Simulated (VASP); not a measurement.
These are PBEsol GGA, VASP's PBE PAW potentials (set 64) (plane waves; VASP 6.6.1) values and carry that method's errors.

A VASP calculation is set up with these files.

File KPOINTS:
```
kpoints
0
G
  16 16 16
```

File POSCAR:
```
Pd
1
    0.0000000000     1.9223245026     1.9223245026
    1.9223245026     0.0000000000     1.9223245026
    1.9223245026     1.9223245026     0.0000000000
Pd
1
Direct
  0.0000000000   0.0000000000   0.0000000000
```

INCAR:
```
# general
SYSTEM =Pd
PREC   =Accurate
ENCUT  =500   # plane-wave cut-off (eV)
LREAL  =.FALSE.   # projection in real space or not
LASPH  =.TRUE.   # aspherical one-centre terms

# electronic loop
EDIFF  =1E-6
NELM   =100   # most electronic steps
ALGO   =Normal
LMAXMIX=4   # l cut-off of mixed one-centre charges

# smearing
ISMEAR =1   # Methfessel-Paxton
SIGMA  =0.1

# functional
GGA    =PS   # PBEsol

# ions
IBRION =2
NSW    =40   # most ionic steps
ISIF   =3
EDIFFG =-0.02   # ionic stop
PSTRESS=50   # kbar

# output
LWAVE  =.FALSE.
LCHARG =.FALSE.
```

POTCAR, in this order: Pd (PBE.64 set). Program: vasp_std.

What will the output report for the number of irreducible k-points (NKPTS), largest plane-wave count, number of space-group operations, FFT grid (NGX, NGY, NGZ)?

The number of irreducible k-points (NKPTS) is 145 and the largest plane-wave count is 371. The number of space-group operations is 48 and the FFT grid (NGX, NGY, NGZ) is 20 × 20 × 20.

The compound is Pd in the fcc structure. It was relaxed first under an external pressure of 5 GPa.
